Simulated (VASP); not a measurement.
Consider the following.

```
CELL_PARAMETERS angstrom
      1.32266    -2.29092     0.00000
      1.32266     2.29092     0.00000
      0.00000     0.00000     4.64513
ATOMIC_POSITIONS crystal
  Zn 0.33333 0.66667 0.25000
  Zn 0.66667 0.33333 0.75000
```

All values below come from r2SCAN+rVV10, VASP's PBE PAW potentials (set 64) (plane waves; VASP). Run with 520 eV cut-off, 18×18×9 Γ-centred mesh, tetrahedra with Blöchl corrections, potentials Zn.

### Question
Give the energies of bands 11 to 15 at the high-symmetry points, in eV from the Fermi level.

### Answer

```tsv
band	Γ	M	K	A	L	H
11	-7.53	-3.50	-0.36	-7.64	-2.40	0.57
12	-3.99	-2.62	-0.36	-7.64	-2.40	0.57
13	-2.36	3.42	-0.34	6.26	0.17	1.70
14	17.24	3.79	5.73	6.26	0.17	1.70
15	18.22	5.26	6.67	19.86	12.14	2.43
```

It has no gap at this level: it comes out as a metal or semimetal.

The compound is Zn in the hcp structure. It was relaxed first, which changed the volume by -7 %.
